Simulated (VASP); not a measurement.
LaBe, 2 atoms in the cell. The structure is cubic, space group Pm-3m (No. 221). Conventional cell: a = 3.599 Å, b = 3.599 Å, c = 3.599 Å, α = 90.00°, β = 90.00°, γ = 90.00°. Around La (site symmetry m-3m) lie 8 Be at 3.12 Å. Around Be (site symmetry m-3m) lie 8 La at 3.12 Å. The cell was built by a generator and needn't be a form met in nature.

```yaml
Program: VASP 6.6.1
Task: relaxation of cell and atoms
Functional: PBE
Potentials_or_basis: VASP PAW PBE potentials, release 64 (La, Be)
Cutoff: 600 eV
k_mesh: 7 × 7 × 7
Occupations: fermi-dirac, width 0.05 eV
Spin: no spin polarisation
Target_pressure: 10 GPa
Further_INCAR_settings: ALGO = Normal; EDIFF = 1e-07; IBRION = 2; EDIFFG = -0.01; NSW = 60; ISIF = 3
Target_pressure: 10 GPa
```

Potentials or basis: VASP PAW PBE potentials, release 64 (La, Be).

Command:

```console
$ cat potpaw_PBE.64/La/POTCAR potpaw_PBE.64/Be/POTCAR > POTCAR
$ mpirun -np 1 vasp_std > vasp.out
```

Hardware: 1 thread of AMD EPYC 7R43 64-Core Processor (Zen 3), on a shared host.

Question: How long does it take, and how much memory?

Answer: Run time: 57 s on 1 thread of AMD EPYC 7R43 64-Core Processor (Zen 3) (shared host), peak memory 0.16 GiB. Counts: scf iterations 37, k points 20, ion steps 3.
